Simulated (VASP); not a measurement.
Consider the following.

```xyz
2
Lattice="0.0000 2.4004 2.4004 2.4004 0.0000 2.4004 2.4004 2.4004 0.0000" Properties=species:S:1:pos:R:3 pbc="T T T"
Ca     0.0000     0.0000     0.0000
O      2.4004     2.4004     2.4004
```

These are PBE GGA with D3 dispersion (zero damping), VASP's PBE PAW potentials (set 64) (plane waves; VASP 6.6.1) values and carry that method's errors. Numerical set-up: 520 eV cut-off, Gaussian smearing of 0.050 eV, potentials Ca_sv O.

**Question.** Predict the band gap (along the path) with the smallest direct gap where there is one.

**Answer.** 
```json
{
  "band gap (along the path)": "3.63 eV",
  "smallest direct gap (along the path)": "4.01 eV"
}
```

Total energies compare only between runs with the same potentials, cut-off and functional.

The compound is CaO in the rock salt structure. It was relaxed first.
